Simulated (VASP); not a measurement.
Method: PBE GGA, VASP's PBE PAW potentials (set 64) (plane waves; VASP 6.6.1).

VASP input:

**POSCAR**
```
CsSnI3
1
    5.2349532726     0.0000000000     0.0000000000
    0.0000000000     5.2349532726     0.0000000000
    0.0000000000     0.0000000000     5.2349532726
Cs Sn I
1 1 3
Direct
  0.0000000000   0.0000000000   0.0000000000
  0.5000000000   0.5000000000   0.5000000000
  0.5000000000   0.0000000000   0.5000000000
  0.0000000000   0.5000000000   0.5000000000
  0.5000000000   0.5000000000   0.0000000000
```

### INCAR
```
! general
SYSTEM =CsSnI3
PREC   =Accurate
ENCUT  =500
LREAL  =F
LASPH  =T

! electronic loop
EDIFF  =1E-6
NELM   =100
ALGO   =Normal
LMAXMIX=4

! smearing
ISMEAR =1
SIGMA  =0.1

! functional
GGA    =PE

! ions
IBRION =2
NSW    =40
ISIF   =3
EDIFFG =-0.02
PSTRESS=450

! output
LWAVE  =F
LCHARG =F
```

File KPOINTS:
```
Automatic mesh
0
Gamma
6 6 6
0 0 0
```

POTCAR, in this order: Cs_sv Sn_d I (PBE.64 set). Program: vasp_std.

Energy and stress use the plane-wave basis of the starting cell. Unless said otherwise, spin-orbit coupling is left out, though it shifts the bands of the heavy elements here.

What does the run give for the energy per atom (σ→0), volume per atom, band gap (on the k-mesh)?

```yaml
energy per atom (σ→0): -1.012 eV/atom
band gap (on the k-mesh): none (metal, semimetal or under 0.01 eV)
volume_per_atom: 26.02 Å^3/atom
```

OSZICAR:
```
...
   4 F= 0.31474768E+02 E0= 0.31474438E+02  d E =-.667706E+00
       N       E                     dE             d eps       ncg     rms          rms(c)
DAV:   1    -0.506313720912E+01    0.10110E+00   -0.47353E-02  1426   0.281E+00    0.297E-01
DAV:   2    -0.506154147507E+01    0.15957E-02   -0.30009E-03  1408   0.841E-01    0.119E-01
DAV:   3    -0.506107493696E+01    0.46654E-03   -0.10441E-03  1414   0.424E-01    0.417E-02
DAV:   4    -0.506105705396E+01    0.17883E-04   -0.91688E-05  1394   0.685E-02    0.453E-02
DAV:   5    -0.506105650510E+01    0.54886E-06   -0.72743E-06  1476   0.218E-02
   5 F= 0.31474144E+02 E0= 0.31473816E+02  d E =-.668329E+00
```

The compound is CsSnI3 in the cubic perovskite structure, the ideal cubic form; the compound distorts at low or room temperature. This run relaxes it under an external pressure of 45 GPa. Symmetry was kept, so distortions that lower it aren't found. VASP warned that the highest band is occupied, so more bands are needed.
